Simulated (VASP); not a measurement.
Given:

```yaml
crystal:
  lattice:
    - [1.66196, -2.87861, 0.00000]
    - [1.66196, 2.87861, 0.00000]
    - [0.00000, 0.00000, 14.75729]
  atoms:
    - { symbol: W, position: [0.33333, 0.66667, 0.25000] }
    - { symbol: W, position: [0.66667, 0.33333, 0.75000] }
    - { symbol: Se, position: [0.33333, 0.66667, 0.86379] }
    - { symbol: Se, position: [0.66667, 0.33333, 0.36379] }
    - { symbol: Se, position: [0.66667, 0.33333, 0.13621] }
    - { symbol: Se, position: [0.33333, 0.66667, 0.63621] }
```

All values below come from PBE GGA, VASP's PBE PAW potentials (set 64) (plane waves; VASP). Settings: 400 eV cut-off, 7×7×2 Γ-centred mesh, Gaussian smearing of 0.050 eV, potentials W_sv Se.

Without a dispersion term in the relaxation, distances and binding between the weakly bound layers, chains or molecules are unreliable, and so is what depends on them.

Question: Estimate the energy per atom (σ→0).

Answer: 
```yaml
energy per atom (σ→0): -7.209 eV/atom
```

Total energies compare only between runs with the same potentials, cut-off and functional.

The compound is WSe2 in the 2H layered structure. It was relaxed first, which changed the volume by +17 %. The start is the result of an earlier pass.
